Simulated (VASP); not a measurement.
Given:

```
CELL_PARAMETERS angstrom
      0.00000     3.99707     3.99707
      3.99707     0.00000     3.99707
      3.99707     3.99707     0.00000
ATOMIC_POSITIONS crystal
  Si 0.12500 0.12500 0.12500
  Si 0.62500 0.12500 0.12500
  Si 0.12500 0.62500 0.12500
  Si 0.12500 0.12500 0.62500
  Si 0.75000 0.75000 0.75000
  Si 0.50000 0.50000 0.50000
  N  0.36260 0.36260 0.36260
  N  0.91220 0.36260 0.36260
  N  0.36260 0.91220 0.36260
  N  0.36260 0.36260 0.91220
  N  0.88740 0.88740 0.88740
  N  0.33780 0.88740 0.88740
  N  0.88740 0.33780 0.88740
  N  0.88740 0.88740 0.33780
```

The numbers are results of PBE GGA, VASP's PBE PAW potentials (set 64) (plane waves; VASP), not measurements. Settings: LREAL = Auto, 400 eV cut-off, 7×7×7 Γ-centred mesh, Fermi-Dirac smearing of 0.14 eV, potentials Si N.

At this cut-off the stress carries a Pulay error, which pulls relaxed volumes low. Energy and stress use the plane-wave basis of the starting cell.

**Question.** The ions, cell shape and volume are relaxed. Give the cell that the relaxation ends in.

**Answer.** 
```
CELL_PARAMETERS angstrom
      0.00000     3.88266     3.88266
      3.88266     0.00000     3.88266
      3.88266     3.88266     0.00000
ATOMIC_POSITIONS crystal
  Si 0.12500 0.12500 0.12500
  Si 0.62500 0.12500 0.12500
  Si 0.12500 0.62500 0.12500
  Si 0.12500 0.12500 0.62500
  Si 0.75000 0.75000 0.75000
  Si 0.50000 0.50000 0.50000
  N  0.36766 0.36766 0.36766
  N  0.89702 0.36766 0.36766
  N  0.36766 0.89702 0.36766
  N  0.36766 0.36766 0.89702
  N  0.88234 0.88234 0.88234
  N  0.35298 0.88234 0.88234
  N  0.88234 0.35298 0.88234
  N  0.88234 0.88234 0.35298
```
Space group Fd-3m (227), at a tolerance of 0.03 Å.

**Question.** How do energy and volume change from the first to the last step?

**Answer.** The energy (σ→0) changes by -100.0 meV/atom and the volume by -8.3 %, in 11 ionic steps.

The structure was generated: Si3N4 was put into an ordered model structure, which need not be its known phase. This run relaxes it. Symmetry was kept, so distortions that lower it aren't found. The run is one of a series of settings (EDIFFG = -0.01, IBRION = 2, ISIF = 3, NSW = 50 against the base run), some of them coarse on purpose.
